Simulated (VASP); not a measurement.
Space group Fd-3m, origin choice 1 (No. 227); a = 5.699 Å, b = 5.699 Å, c = 5.699 Å, α = 90.00°, β = 90.00°, γ = 90.00°

| atom | site | symmetry | x | y | z |
|---|---|---|---|---|---|
| Ge | 8b | -43m | 0.5000 | 0.5000 | 0.5000 |
(The calculation used a cell of 2 atoms; values per cell refer to that cell.)

Method: PBE GGA with D3 dispersion (Becke-Johnson damping), VASP's PBE PAW potentials (set 64) (plane waves; VASP). Numerical set-up: 520 eV cut-off, 11×11×11 Γ-centred mesh, first-order Methfessel-Paxton smearing of 0.10 eV, potentials Ge_d.

Question: Give the energy at these volumes per atom, relative to the lowest: 21.74, 22.43, 23.13, 23.82, 24.52 Å³.

Answer: 18.9, 4.5, 0.0, 3.7, 14.3 meV/atom. A third-order Birch-Murnaghan fit gives B0 = 62.9 GPa and B0′ = 5.3.

Measured: bulk modulus 77.3 GPa at 0 K (computed value off by -18.6 %), as given by Tanner et al., (2021), arXiv:2110.11888 [low-temperature value with the zero-point effect removed]; a 5.644 Å at 0 K (computed value off by +1.0 %), as given by Daniel Mejia-Rodriguez et al., Physical Review B (2018), arXiv:1807.09216 [static lattice: zero-point anharmonic expansion removed].

The compound is Ge in the diamond structure. It was relaxed first.
